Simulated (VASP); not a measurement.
Method: LDA (Ceperley-Alder, Perdew-Zunger), VASP's LDA PAW potentials (set 64) (plane waves; VASP 6.6.1).

VASP input:

**POSCAR**
```
MgSe
1
    0.0000000000     2.6916030982     2.6916030982
    2.6916030982     0.0000000000     2.6916030982
    2.6916030982     2.6916030982     0.0000000000
Mg Se
1 1
Direct
  0.0000000000   0.0000000000   0.0000000000
  0.5000000000   0.5000000000   0.5000000000
```

KPOINTS:
```
K-points
0
gamma
 9 9 9
```

### INCAR
```
SIGMA = 0.05   ! width (eV)
EDIFF = 1E-6
LCHARG = .False.
SYSTEM = MgSe
NELM = 100   ! most electronic steps
LASPH = .True.
ALGO = Normal
LMAXMIX = 4
ENCUT = 500   ! plane-wave cut-off (eV)
LWAVE = .False.
ISMEAR = 0
EDIFFG = -0.02   ! ionic stop
IBRION = 2   ! conjugate gradients
NSW = 40
PREC = Accurate
LREAL = .False.   ! projection in real space or not
ISIF = 3
```

POTCAR, in this order: Mg Se (LDA.64 set). Program: vasp_std.

### Question
What will the output report for the number of irreducible k-points (NKPTS), largest plane-wave count, number of space-group operations, FFT grid (NGX, NGY, NGZ)?

### Answer

| Quantity | Result |
|---|---|
| number of irreducible k-points (NKPTS) | 35 |
| largest plane-wave count | 1002 |
| number of space-group operations | 48 |
| FFT grid (NGX, NGY, NGZ) | 28 × 28 × 28 |

The compound is MgSe in the rock salt structure. It was relaxed first.
